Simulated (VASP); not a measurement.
# TiOs (Pm-3m) in VASP: notebook

Runs on TiOs. Level: LDA. Tasks: single point, relaxation of cell and atoms.

All numbers are computed with VASP 6.6.1; they aren't measurements. Logs are shortened: lines on timing, memory, paths and dates and some standing lists are left out, and cuts for length are marked.

## 1. Starting point

It takes space group Pm-3m (No. 221, cubic). Conventional cell: a = 3.040 Å, b = 3.040 Å, c = 3.040 Å, α = 90.00°, β = 90.00°, γ = 90.00°. Around Ti (site symmetry m-3m) lie 8 Os at 2.63 Å. Os (site symmetry m-3m) has 8 Ti at 2.63 Å as nearest neighbours.

## 2. Single point, LDA

INCAR

```
SYSTEM = TiOs
ALGO = Fast
EDIFF = 1E-6
ENCUT = 520
GGA = CA
ISIF = 2
ISMEAR = 0
LASPH = .TRUE.
LCHARG = .TRUE.
LELF = .TRUE.
LREAL = .FALSE.
LVHAR = .TRUE.
LWAVE = .FALSE.
NBANDS = 17
NELM = 80
PREC = Accurate
SIGMA = 0.1
```

KPOINTS

```
k-points
0
G
  14 14 14
  0 0 0
```

POSCAR

```
TiOs
1.0
    3.0398976908      0.0000000000      0.0000000000
    0.0000000000      3.0398976908      0.0000000000
    0.0000000000      0.0000000000      3.0398976908
Ti Os
1 1
Direct
    0.5000000000      0.5000000000      0.5000000000
    0.0000000000      0.0000000000      0.0000000000
```

Potentials or basis: VASP PAW LDA potentials, release 64 (Ti_sv, Os).

Command:

```
cat potpaw_LDA.64/Ti_sv/POTCAR potpaw_LDA.64/Os/POTCAR > POTCAR
mpirun -np 1 vasp_std > vasp.out
```

OUTCAR:

```text
SYSTEM = TiOs
   EDIFF = 1E-6
   ENCUT = 520
   GGA = CA
   ISIF = 2
   ISMEAR = 0
   LASPH = .TRUE.
   LREAL = .FALSE.
   NELM = 80
   PREC = Accurate

 ion  position               nearest neighbor table
   1  0.500  0.500  0.500-   2 2.63   2 2.63   2 2.63   2 2.63   2 2.63   2 2.63   2 2.63   2 2.63

   2  0.000  0.000  0.000-   1 2.63   1 2.63   1 2.63   1 2.63   1 2.63   1 2.63   1 2.63   1 2.63

  LATTYP: Found a simple cubic cell.
 ALAT       =     3.0398976908

  Lattice vectors:

 A1 = (   3.0398976908,   0.0000000000,   0.0000000000)
 A2 = (   0.0000000000,   3.0398976908,   0.0000000000)
 A3 = (   0.0000000000,   0.0000000000,   3.0398976908)

Analysis of symmetry for initial positions (statically):
=====================================================================
 Subroutine PRICEL returns:
 Original cell was already a primitive cell.

 Routine SETGRP: Setting up the symmetry group for a
 simple cubic supercell.

 Subroutine GETGRP returns: Found 48 space group operations
 (whereof 48 operations were pure point group operations)
 out of a pool of 48 trial point group operations.

The static configuration has the point symmetry O_h .

Analysis of symmetry for dynamics (positions and initial velocities):
=====================================================================
 Subroutine PRICEL returns:
 Original cell was already a primitive cell.

 Routine SETGRP: Setting up the symmetry group for a
 simple cubic supercell.

 Subroutine GETGRP returns: Found 48 space group operations
 (whereof 48 operations were pure point group operations)
 out of a pool of 48 trial point group operations.

The dynamic configuration has the point symmetry O_h .

 Subroutine INISYM returns: Found 48 space group operations
 (whereof 48 operations are pure point group operations),
 and found     1 'primitive' translations

----------------------------------------------------------------------------------------

                                     Primitive cell

  volume of cell :      28.0916

  direct lattice vectors                    reciprocal lattice vectors
     3.039897691  0.000000000  0.000000000     0.328958439  0.000000000  0.000000000
     0.000000000  3.039897691  0.000000000     0.000000000  0.328958439  0.000000000
     0.000000000  0.000000000  3.039897691     0.000000000  0.000000000  0.328958439

  length of vectors
     3.039897691  3.039897691  3.039897691     0.328958439  0.328958439  0.328958439

  position of ions in fractional coordinates (direct lattice)
     0.500000000  0.500000000  0.500000000
     0.000000000  0.000000000  0.000000000

  ion indices of the primitive-cell ions
   primitive index   ion index
                 1           1
                 2           2

----------------------------------------------------------------------------------------

 KPOINTS: k-points

Automatic generation of k-mesh.
 Grid dimensions read from file:
 generate k-points for:   14   14   14

 Generating k-lattice:

  Cartesian coordinates                     Fractional coordinates (reciprocal lattice)
     0.023497031  0.000000000  0.000000000     0.071428571  0.000000000  0.000000000
     0.000000000  0.023497031  0.000000000     0.000000000  0.071428571  0.000000000
     0.000000000  0.000000000  0.023497031     0.000000000  0.000000000  0.071428571

  Length of vectors
     0.023497031  0.023497031  0.023497031

  Shift w.r.t. Gamma in fractional coordinates (k-lattice)
     0.000000000  0.000000000  0.000000000

 Subroutine IBZKPT returns following result:
 ===========================================

 Found    120 irreducible k-points:

 Following reciprocal coordinates:
            Coordinates               Weight
  0.000000  0.000000  0.000000      1.000000
  0.071429  0.000000  0.000000      6.000000
  0.142857  0.000000  0.000000      6.000000
  0.214286  0.000000  0.000000      6.000000
  0.285714  0.000000  0.000000      6.000000
  0.357143  0.000000  0.000000      6.000000
[... 16 lines left out ...]
  0.285714  0.214286  0.000000     24.000000
  0.357143  0.214286  0.000000     24.000000
 [... further k-points ...]
   k-points           NKPTS =    120   k-points in BZ     NKDIM =    120   number of bands    NBANDS=     17
   number of dos      NEDOS =    301   number of ions     NIONS =      2
   total plane-waves  NPLWV =  13824
   dimension x,y,z NGX =    24 NGY =   24 NGZ =   24
   dimension x,y,z NGXF=    48 NGYF=   48 NGZF=   48
   ions per type =               1   1
   NGX,Y,Z   is equivalent  to a cutoff of  13.13, 13.13, 13.13 a.u.
   NGXF,Y,Z  is equivalent  to a cutoff of  26.25, 26.25, 26.25 a.u.
 SYSTEM =  TiOs
   PREC   = accura    normal or accurate (medium, high low for compatibility)
   ISTART =      0    job   : 0-new  1-cont  2-samecut
   ICHARG =      2    charge: 1-file 2-atom 10-const
   ISPIN  =      1    spin polarized calculation?
   LNONCOLLINEAR =      F non collinear calculations
   LSORBIT =      F    spin-orbit coupling
   LASPH  =      T    aspherical Exc in radial PAW
   ENCUT  =  520.0 eV  38.22 Ry    6.18 a.u.   5.65  5.65  5.65*2*pi/ulx,y,z
   NELM   =     80;   NELMIN=  2; NELMDL= -5     # of ELM steps
   EDIFF  = 0.1E-05   stopping-criterion for ELM
   LREAL  =      F    real-space projection
   EDIFFG = 0.1E-04   stopping-criterion for IOM
   NSW    =      0    number of steps for IOM
   IBRION =     -1    ionic relax: 0-MD 1-quasi-New 2-CG
   NFREE  =      0    steps in history (QN), initial steepest desc. (CG)
   ISIF   =      2    stress and relaxation
   ISYM   =      2    0-nonsym 1-usesym 2-fastsym
   POTIM  = 0.5000    time-step for ionic-motion
   TEBEG  =    0.0;   TEEND  =   0.0 temperature during run
   PSTRESS=    0.0 pullay stress
   NELECT =      20.0000    total number of electrons
   NUPDOWN=      -1.0000    fix difference up-down
   EMIN   =  10.00;   EMAX   =-10.00  energy-range for DOS
   EFERMI =   0.00;   METHOD = LEGACY
   ISMEAR =     0;   SIGMA  =   0.10  broadening in eV -4-tet -1-fermi 0-gaus
   EFERMI_NEDOS =   21; number of points for ismear=-14 and -15
   IALGO  =     68    algorithm
   IMIX   =      4    mixing-type and parameters
     AMIX     =   0.40;   BMIX     =  1.00
     AMIX_MAG =   1.60;   BMIX_MAG =  1.00
  volume/ion in A,a.u.               =      14.05        94.79
  Fermi-wavevector in a.u.,A,eV,Ry     =   1.461815  2.762431 29.074347  2.136904
  Thomas-Fermi vector in A             =   2.578102
   LORBIT       =      0    0 simple, 1 ext, 2 COOP (PROOUT), +10 PAW based schemes
   GGA     = CA    functional components
   LHFCALC =     F    Hartree Fock is set to
   AEXX    =    0.0000 exact exchange contribution
   IVDW    =     0    specifies the selected vdW correction
   LEPSILON=     F    determine dielectric tensor
   LRPA    =     F    only Hartree local field effects (RPA)
 non-spin polarized calculation
 RMM-DIIS sequential band-by-band and
 Gauss-broadening in eV      SIGMA  =   0.10
  energy-cutoff  :      520.00
  volume of cell :       28.09
 maximum number of plane-waves:       772
 NGX is ok and might be reduce to    24
   NGX = 11   NGY = 11   NGZ = 11

 number of electron      20.0000005 magnetization

 Free energy of the ion-electron system (eV)
  ---------------------------------------------------
  ext. energy  EPLUGINS =         0.00000000
  ---------------------------------------------------
  free energy    TOTEN  =       -22.68646407 eV

  energy without entropy =      -22.68390749  energy(sigma->0) =      -22.68518578

 E-fermi :   9.8174     XC(G=0): -13.5310

 val. band max:        9.7882339843   @ k =   0.5000   0.4286   0.0000
 cond. band min:       9.8468241412   @ k =   0.5000   0.1429   0.0000
 fundamental gap:      0.0585901570
 Fermi energy:         9.8174080043

 k-point     1 :       0.0000    0.0000    0.0000
  band No.  band energies     occupation
      1     -46.4703      2.00000
      2     -22.9907      2.00000
      3     -22.9907      2.00000
      4     -22.9907      2.00000
      5       1.1385      2.00000
      6       4.2041      2.00000
[... 9 lines left out ...]
     16      19.1287      0.00000
     17      19.1287      0.00000

 k-point     2 :       0.0714    0.0000    0.0000
  band No.  band energies     occupation
      1     -46.4687      2.00000
      2     -23.0056      2.00000
      3     -22.9904      2.00000
      4     -22.9904      2.00000
      5       1.2554      2.00000
      6       4.2592      2.00000
[... 9 lines left out ...]
     16      18.7285      0.00000
     17      19.5207      0.00000

 k-point     3 :       0.1429    0.0000    0.0000
  band No.  band energies     occupation
      1     -46.4640      2.00000
      2     -23.0470      2.00000
      3     -22.9897      2.00000
      4     -22.9897      2.00000
      5       1.5952      2.00000
      6       4.4219      2.00000
[... 9 lines left out ...]
     16      17.6909      0.00000
     17      20.5195      0.00000

 k-point     4 :       0.2143    0.0000    0.0000
  band No.  band energies     occupation
      1     -46.4573      2.00000
      2     -23.1064      2.00000
      3     -22.9885      2.00000
      4     -22.9885      2.00000
      5       2.1241      2.00000
      6       4.6833      2.00000
[... 9 lines left out ...]
     16      16.4194      0.00000
     17      21.8550      0.00000
[... 343 lines left out ...]
      1     -46.4462      2.00000
      2     -23.1089      2.00000
      3     -23.0793      2.00000
      4     -22.9826      2.00000
      5       2.9265      2.00000
      6       5.0861      2.00000
[... 9 lines left out ...]
     16      17.5478      0.00000
     17      19.5995      0.00000

 k-point    23 :       0.2857    0.2143    0.0000
  band No.  band energies     occupation
      1     -46.4398      2.00000
      2     -23.1569      2.00000
      3     -23.0840      2.00000
      4     -22.9791      2.00000
      5       3.4090      2.00000
      6       5.2581      2.00000
[... 9 lines left out ...]
     16      16.4837      0.00000
     17      20.1977      0.00000

 k-point    24 :       0.3571    0.2143    0.0000
  band No.  band energies     occupation
      1     -46.4340      2.00000
      2     -23.2082      2.00000
      3     -23.0797      2.00000
      4     -22.9761      2.00000
      5       3.8678      2.00000
      6       5.3715      2.00000
[... 9 lines left out ...]
     16      15.1538      0.00000
     17      21.0687      0.00000

 [... further k-points ...]

------------------------ aborting loop because EDIFF is reached ----------------------------------------

  FORCE on cell =-STRESS in cart. coord.  units (eV):
  Direction    XX          YY          ZZ          XY          YZ          ZX
  --------------------------------------------------------------------------------------
  -------------------------------------------------------------------------------------
  Total        0.0735991      0.0735991      0.0735991     -0.0000000      0.0000000      0.0000000
  in kB        4.1976521      4.1976521      4.1976521     -0.0000000      0.0000000      0.0000000
  external PRESSURE =       4.1976521 kB  Pullay stress =       0.0000000 kB

 VOLUME and BASIS-vectors are now :
 -----------------------------------------------------------------------------
  energy-cutoff  :      520.00
  volume of cell :       28.09
      direct lattice vectors                 reciprocal lattice vectors
     3.039897691  0.000000000  0.000000000     0.328958439  0.000000000  0.000000000
     0.000000000  3.039897691  0.000000000     0.000000000  0.328958439  0.000000000
     0.000000000  0.000000000  3.039897691     0.000000000  0.000000000  0.328958439

 POSITION                                       TOTAL-FORCE (eV/Angst)
 -----------------------------------------------------------------------------------
      1.51995      1.51995      1.51995         0.000000      0.000000      0.000000
      0.00000      0.00000      0.00000         0.000000      0.000000      0.000000
 -----------------------------------------------------------------------------------
    total drift:                                0.000000      0.000000     -0.000000

  FREE ENERGIE OF THE ION-ELECTRON SYSTEM (eV)
  ---------------------------------------------------
  free  energy   TOTEN  =       -22.6864640687 eV

  energy  without entropy=      -22.6839074913  energy(sigma->0) =      -22.68518578
```

Wall time 37 s (1 thread of Intel Xeon Platinum 8559C (Emerald Rapids), shared host); peak memory 0.17 GiB.

Results:

- Free energy: -22.6865 eV
- Pressure: 0.4 GPa
- Band gap on the k mesh: none (metal or under the smearing width)

The run has no spin-orbit coupling, so splittings on Os are missing.

[end of part 1 of 3]
